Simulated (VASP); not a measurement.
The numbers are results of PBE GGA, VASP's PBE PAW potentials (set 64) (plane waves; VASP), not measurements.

Input for VASP

INCAR:
```
# general
SYSTEM  = CuGaSe2
PREC    = Accurate
ENCUT   = 300   # plane-wave cut-off (eV)
LREAL   = .FALSE.   # projection in real space or not
LASPH   = .TRUE.

# electronic loop
EDIFF   = 1E-6   # SCF stop (eV)
NELM    = 100   # most electronic steps
ALGO    = Normal   # blocked Davidson
LMAXMIX = 4   # l cut-off of mixed one-centre charges

# smearing
ISMEAR  = 0
SIGMA   = 0.01   # width (eV)

# functional
GGA     = PE   # PBE

# ions
ISIF    = 2

# output
LWAVE   = .FALSE.
LCHARG  = .FALSE.
```

**KPOINTS**
```
Automatic mesh
0
Gamma
6 6 6
0 0 0
```

File POSCAR:
```
CuGaSe2
5.4290030
 -0.5090743181   0.5090743181   1.0000000000
  0.5090743181  -0.5090743181   1.0000000000
  0.5090743181   0.5090743181  -1.0000000000
Ga Cu Se
2 2 4
Cartesian
  0.0000000000   0.0000000000   1.0000000000
  0.5090743181   0.0000000000   0.5000000000
  0.0000000000   0.0000000000   0.0000000000
  0.0000000000   0.5090743181   0.5000000000
  0.2545371590   0.2545371590   1.2500000000
  0.2545371590  -0.2545371590   0.7500000000
  0.2545371590   0.2545371590   0.2500000000
 -0.2545371590   0.2545371590   0.7500000000
```

POTCAR, in this order: Ga_d Cu Se (PBE.64 set). Program: vasp_std.

Output of the run:

**OUTCAR**
```
 ion  position               nearest neighbor table
   1  0.500  0.500  0.000-   5 2.38   6 2.38   8 2.38   7 2.38
   2  0.250  0.750  0.500-   5 2.38   7 2.38   8 2.38   6 2.38
   3  0.000  0.000  0.000-   6 2.38   7 2.38   8 2.38   5 2.38
   4  0.750  0.250  0.500-   5 2.38   6 2.38   7 2.38   8 2.38
   5  0.875  0.875  0.500-   2 2.38   4 2.38   1 2.38   3 2.38
   6  0.125  0.625  0.000-   1 2.38   3 2.38   4 2.38   2 2.38
   7  0.375  0.375  0.500-   2 2.38   4 2.38   3 2.38   1 2.38
   8  0.625  0.125  0.000-   1 2.38   3 2.38   2 2.38   4 2.38
  LATTYP: Found a body centered tetragonal cell.
 ALAT       =     5.5275320000
 C/A-ratio  =     1.9643497315
 Subroutine PRICEL returns:
 Original cell was already a primitive cell.
 Subroutine GETGRP returns: Found  8 space group operations
The static configuration has the point symmetry S_4 .
 The point group associated with its full space group is D_2d.
The dynamic configuration has the point symmetry S_4 .
 Subroutine INISYM returns: Found  8 space group operations
 Subroutine IBZKPT returns following result:
 Found     30 irreducible k-points:

 Following reciprocal coordinates:
            Coordinates               Weight
  0.000000  0.000000  0.000000      1.000000
  0.166667  0.000000  0.000000      8.000000
  0.333333  0.000000 -0.000000      8.000000
  0.500000 -0.000000  0.000000      4.000000
  0.166667  0.166667  0.000000      8.000000
  0.333333  0.166667 -0.000000     16.000000
  0.500000  0.166667  0.000000     16.000000
 -0.333333  0.166667  0.000000     16.000000
 -0.166667  0.166667  0.000000      4.000000
  0.333333  0.333333  0.000000      8.000000
  0.500000  0.333333  0.000000     16.000000
 -0.333333  0.333333  0.000000      4.000000
  0.500000  0.500000  0.000000      2.000000
  0.166667  0.166667  0.166667      8.000000
  0.333333  0.166667  0.166667      8.000000
 -0.166667  0.166667  0.166667      4.000000
...
```

**OSZICAR**
```
       N       E                     dE             d eps       ncg     rms          rms(c)
DAV:   1     0.587311971629E+03    0.58731E+03   -0.23113E+04  2628   0.159E+03
DAV:   2     0.645840424422E+02   -0.52273E+03   -0.50961E+03  2653   0.439E+02
DAV:   3    -0.262848860295E+02   -0.90869E+02   -0.88724E+02  3240   0.172E+02
DAV:   4    -0.321830144453E+02   -0.58981E+01   -0.58377E+01  3477   0.444E+01
DAV:   5    -0.324155596340E+02   -0.23255E+00   -0.23210E+00  3616   0.904E+00    0.121E+01
DAV:   6    -0.323640491367E+02    0.51510E-01   -0.32241E+01  3528   0.843E+01    0.880E+00
DAV:   7    -0.306819859225E+02    0.16821E+01   -0.77716E+00  3360   0.638E+01    0.384E+00
DAV:   8    -0.308913712221E+02   -0.20939E+00   -0.33332E+00  3936   0.194E+01    0.298E+00
DAV:   9    -0.307799227354E+02    0.11145E+00   -0.93636E-01  3626   0.159E+01    0.442E-01
DAV:  10    -0.307831385203E+02   -0.32158E-02   -0.58969E-02  3800   0.341E+00    0.171E-01
DAV:  11    -0.307840940398E+02   -0.95552E-03   -0.10553E-02  3893   0.134E+00    0.134E-01
DAV:  12    -0.307838200478E+02    0.27399E-03   -0.15366E-03  3712   0.721E-01    0.329E-02
DAV:  13    -0.307838338231E+02   -0.13775E-04   -0.25392E-04  3850   0.115E-01    0.109E-02
DAV:  14    -0.307838424280E+02   -0.86049E-05   -0.32718E-05  3552   0.555E-02    0.991E-03
DAV:  15    -0.307838406354E+02    0.17926E-05   -0.11875E-05  2941   0.630E-02    0.316E-03
DAV:  16    -0.307838413091E+02   -0.67371E-06   -0.38006E-06  2477   0.131E-02
   1 F= -.30783841E+02 E0= -.30783841E+02  d E =-.722168E-30
```

### OUTCAR
```
------------------------ aborting loop because EDIFF is reached ----------------------------------------
  FORCE on cell =-STRESS in cart. coord.  units (eV):
  Direction    XX          YY          ZZ          XY          YZ          ZX
  --------------------------------------------------------------------------------------
  Total        6.7557036      6.7557036      6.8475445      0.0000000      0.0000000     -0.0000000
  in kB       65.2527105     65.2527105     66.1397935      0.0000000      0.0000000     -0.0000000
  external PRESSURE =      65.5484048 kB  Pullay stress =       0.0000000 kB
  volume of cell :      165.88
      direct lattice vectors                 reciprocal lattice vectors
    -2.763766000  2.763766000  5.429003000     0.000000000  0.180912566  0.092097941
     2.763766000 -2.763766000  5.429003000     0.180912566  0.000000000  0.092097941
     2.763766000  2.763766000 -5.429003000     0.180912566  0.180912566  0.000000000
 POSITION                                       TOTAL-FORCE (eV/Angst)
 -----------------------------------------------------------------------------------
      0.00000      0.00000      5.42900         0.000000     -0.000000      0.000000
      2.76377      0.00000      2.71450         0.000000     -0.000000      0.000000
      0.00000      0.00000      0.00000         0.000000     -0.000000      0.000000
      0.00000      2.76377      2.71450         0.000000     -0.000000      0.000000
      1.38188      1.38188      6.78625         0.441918     -0.000000      0.000000
      1.38188     -1.38188      4.07175         0.000000     -0.441918      0.000000
      1.38188      1.38188      1.35725        -0.441918     -0.000000      0.000000
     -1.38188      1.38188      4.07175         0.000000      0.441918      0.000000
 -----------------------------------------------------------------------------------
    total drift:                               -0.000001     -0.000001     -0.000014
  FREE ENERGIE OF THE ION-ELECTRON SYSTEM (eV)
  ---------------------------------------------------
  free  energy   TOTEN  =       -30.7838413091 eV

  energy  without entropy=      -30.7838413091  energy(sigma->0) =      -30.78384131
```
(Selected blocks of OUTCAR.)

At this cut-off the stress carries a Pulay error, which pulls relaxed volumes low.

The structure is a typed CuGaSe2 crystal. The cell was not relaxed at this level.
